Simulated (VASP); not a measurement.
OSZICAR of a VASP run on KF (rock salt):

File OSZICAR:
```
       N       E                     dE             d eps       ncg     rms          rms(c)
DAV:   1     0.105820828127E+03    0.10582E+03   -0.77685E+03   848   0.115E+03
DAV:   2    -0.561018995034E+01   -0.11143E+03   -0.10227E+03  1116   0.311E+02
DAV:   3    -0.946847853217E+01   -0.38583E+01   -0.38428E+01  1092   0.559E+01
DAV:   4    -0.957248435788E+01   -0.10401E+00   -0.10395E+00  1252   0.763E+00
DAV:   5    -0.957337676060E+01   -0.89240E-03   -0.89237E-03  1092   0.767E-01    0.621E+00
RMM:   6    -0.831575500027E+01    0.12576E+01   -0.38461E+00   840   0.126E+01    0.338E+00
RMM:   7    -0.830185309021E+01    0.13902E-01   -0.25677E-01   875   0.291E+00    0.211E+00
RMM:   8    -0.830016543837E+01    0.16877E-02   -0.83223E-02   858   0.284E+00    0.331E-01
RMM:   9    -0.830363797675E+01   -0.34725E-02   -0.24082E-02   989   0.935E-01    0.143E-01
RMM:  10    -0.830455685169E+01   -0.91887E-03   -0.60318E-03  1011   0.536E-01    0.970E-02
RMM:  11    -0.830458962963E+01   -0.32778E-04   -0.23526E-03  1033   0.302E-01    0.329E-02
RMM:  12    -0.830472589288E+01   -0.13626E-03   -0.11628E-03  1005   0.160E-01    0.153E-02
RMM:  13    -0.830479006465E+01   -0.64172E-04   -0.55839E-04   949   0.962E-02    0.175E-02
RMM:  14    -0.830481450280E+01   -0.24438E-04   -0.20465E-04   821   0.656E-02    0.735E-03
RMM:  15    -0.830482702472E+01   -0.12522E-04   -0.11580E-04   815   0.534E-02    0.100E-02
RMM:  16    -0.830483227789E+01   -0.52532E-05   -0.62560E-05   713   0.380E-02
   1 F= -.83048323E+01 E0= -.83048323E+01  d E =-.830483E+01
```

**Question.** Which electronic solver shows in the log?

**Answer.** It is blocked Davidson (ALGO = Normal, or the opening steps of other solvers) and then RMM-DIIS (ALGO = Fast or VeryFast). The INCAR had ALGO = Fast.

**Question.** Can the final energy be trusted as converged?

**Answer.** The run converged. It stopped with EDIFF = 1E-5, NELM = 100, NSW = 20 and EDIFFG = -0.03 after 1 ionic step (PBE GGA, plane waves, VASP's PBE PAW potentials (set 64)).

The compound is KF in the rock salt structure. It was relaxed first.
